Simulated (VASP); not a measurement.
Computed with SCAN meta-GGA, VASP's PBE PAW potentials (set 64) (plane waves; VASP).

A VASP calculation is set up with these files.

File KPOINTS:
```
Automatic mesh
0
Gamma
12 12 12
0 0 0
```

File POSCAR:
```
AuZn
1
    3.1552368281     0.0000000000     0.0000000000
    0.0000000000     3.1552368281     0.0000000000
    0.0000000000     0.0000000000     3.1552368281
Zn Au
1 1
Direct
  0.5000000000   0.5000000000   0.5000000000
  0.0000000000   0.0000000000   0.0000000000
```

### INCAR
```
! general
SYSTEM   =  AuZn
PREC     =  Accurate
ENCUT    =  520
LREAL    =  .False.
LASPH    =  .True.

! electronic loop
EDIFF    =  1E-7
NELM     =  100
ALGO     =  Normal
LMAXMIX  =  6
LMIXTAU  =  .True.

! smearing
ISMEAR   =  1
SIGMA    =  0.1

! functional
METAGGA  =  SCAN

! ions
ISIF     =  2

! output
LWAVE    =  .False.
LCHARG   =  .False.
```

POTCAR, in this order: Zn Au (PBE.64 set). Program: vasp_std.

Output

File OSZICAR:
```
       N       E                     dE             d eps       ncg     rms          rms(c)
DAV:   1     0.480029026998E+02    0.48003E+02   -0.12297E+04  2575   0.205E+03
DAV:   2    -0.855147220459E+02   -0.13352E+03   -0.12943E+03  2695   0.361E+02
DAV:   3    -0.898437715243E+02   -0.43290E+01   -0.43065E+01  2982   0.738E+01
DAV:   4    -0.898701002977E+02   -0.26329E-01   -0.26320E-01  3024   0.511E+00
DAV:   5    -0.898703073111E+02   -0.20701E-03   -0.20701E-03  3073   0.438E-01    0.962E+00
DAV:   6    -0.826563394447E+02    0.72140E+01   -0.48175E+00  2751   0.270E+01    0.487E+00
DAV:   7    -0.831223108413E+02   -0.46597E+00   -0.94196E-01  2744   0.152E+01    0.407E+00
DAV:   8    -0.831717042598E+02   -0.49393E-01   -0.66060E-01  2744   0.151E+01    0.240E+00
DAV:   9    -0.832112018051E+02   -0.39498E-01   -0.65781E-02  2604   0.311E+00    0.110E+00
DAV:  10    -0.831987980396E+02    0.12404E-01   -0.39802E-02  3246   0.427E+00    0.161E-01
DAV:  11    -0.832006410146E+02   -0.18430E-02   -0.49289E-03  2611   0.818E-01    0.953E-02
DAV:  12    -0.832007544979E+02   -0.11348E-03   -0.35289E-04  2711   0.256E-01    0.719E-02
DAV:  13    -0.832007527681E+02    0.17298E-05   -0.11187E-04  3025   0.280E-01    0.172E-02
DAV:  14    -0.832007529085E+02   -0.14044E-06   -0.16641E-04  2709   0.184E-01    0.203E-02
DAV:  15    -0.832007698303E+02   -0.16922E-04   -0.34558E-05  2681   0.965E-02    0.295E-03
DAV:  16    -0.832007669841E+02    0.28462E-05   -0.14036E-06  2954   0.148E-02    0.187E-03
DAV:  17    -0.832007646485E+02    0.23356E-05   -0.19250E-07  2305   0.578E-03    0.734E-04
DAV:  18    -0.832007652727E+02   -0.62418E-06   -0.26583E-08  1372   0.238E-03    0.117E-04
DAV:  19    -0.832007652200E+02    0.52711E-07   -0.85201E-09  1344   0.126E-03
   1 F= -.83200765E+02 E0= -.83200688E+02  d E =-.231524E-03
```

### OUTCAR
```
------------------------ aborting loop because EDIFF is reached ----------------------------------------
  FORCE on cell =-STRESS in cart. coord.  units (eV):
  Direction    XX          YY          ZZ          XY          YZ          ZX
  --------------------------------------------------------------------------------------
  Total       -0.9603160     -0.9603160     -0.9603160      0.0000000      0.0000000     -0.0000000
  in kB      -48.9811343    -48.9811343    -48.9811343      0.0000000      0.0000000     -0.0000000
  external PRESSURE =     -48.9811343 kB  Pullay stress =       0.0000000 kB
  volume of cell :       31.41
      direct lattice vectors                 reciprocal lattice vectors
     3.155236828  0.000000000  0.000000000     0.316933420  0.000000000  0.000000000
     0.000000000  3.155236828  0.000000000     0.000000000  0.316933420  0.000000000
     0.000000000  0.000000000  3.155236828     0.000000000  0.000000000  0.316933420
 POSITION                                       TOTAL-FORCE (eV/Angst)
 -----------------------------------------------------------------------------------
      1.57762      1.57762      1.57762         0.000000      0.000000      0.000000
      0.00000      0.00000      0.00000         0.000000      0.000000      0.000000
 -----------------------------------------------------------------------------------
    total drift:                                0.000000      0.000000     -0.000000
  FREE ENERGIE OF THE ION-ELECTRON SYSTEM (eV)
  ---------------------------------------------------
  free  energy   TOTEN  =       -83.2007652200 eV

  energy  without entropy=      -83.2005336958  energy(sigma->0) =      -83.20068805
```
(Selected blocks of OUTCAR.)

The compound is AuZn in the CsCl type structure. This cell is one point of a volume scan, at 1.03 of the reference volume. The electron count is odd and the run is not spin-polarised, which forces a metal.
